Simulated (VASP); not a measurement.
Consider the following.

```
CELL_PARAMETERS angstrom
      2.83375     0.00000     0.00000
      0.00000     2.83375     0.00000
      0.00000     0.00000     2.83375
ATOMIC_POSITIONS crystal
  Ga 0.50000 0.50000 0.50000
  Co 0.00000 0.00000 0.00000
```

Level of theory: revTPSS meta-GGA, VASP's PBE PAW potentials (set 64) (plane waves; VASP). Numerical set-up: 520 eV cut-off, 14×14×14 Γ-centred mesh, tetrahedra with Blöchl corrections, potentials Ga_d Co.

**Question.** What does the run give for the energy per atom (σ→0), band gap (over mesh and band path) with the smallest direct gap where there is one?

**Answer.** 
```
Item                                                                  Result
----------------------------------  ----------------------------------------
band gap (over mesh and band path)  none (metal, semimetal or under 0.01 eV)
energy per atom (σ→0)                                         -0.908 eV/atom
```

The compound is CoGa in the CsCl type structure. It was relaxed first. The run is not spin-polarised, so no magnetic state was tried.
